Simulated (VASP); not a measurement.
Ca is taken in the cubic space group Fm-3m (No. 225), the fcc (Cu type) structure, Pearson symbol cF4. Conventional cell: a = b = c = 5.457 Å, α = β = γ = 90.00°. Ca on 4a is coordinated by 12 Ca at 3.859 Å (cuboctahedral). (Neighbours: up to the widest gap in distance over summed covalent radii, below 1.35, at either atom.)
(The calculation used a cell of 1 atom; values per cell refer to that cell.)

Method: PBEsol GGA, VASP's PBE PAW potentials (set 64) (plane waves; VASP 6.6.1). Numerical set-up: 480 eV cut-off, 10×10×10 Γ-centred mesh, first-order Methfessel-Paxton smearing of 0.10 eV, potentials Ca_sv.

Each relaxation starts from this cell; other phases were not tried.

### Question
The cell is relaxed at 2 GPa. What happens?

### Answer
The volume per atom goes from 40.63 to 36.94 Å³ (-9.1 %), and the cell becomes a = b = c = 5.2866 Å, α = β = γ = 90.00°, space group Fm-3m.

### Question
The cell is relaxed at 30 GPa. What happens?

### Answer
The volume per atom goes from 40.63 to 21.06 Å³ (-48.2 %), and the cell becomes a = b = c = 4.384 Å, α = β = γ = 90.00°, space group Fm-3m.

Failed runs are left out, and for metals the shear rows, which the mesh's noise covers.

The compound is Ca in the fcc structure.
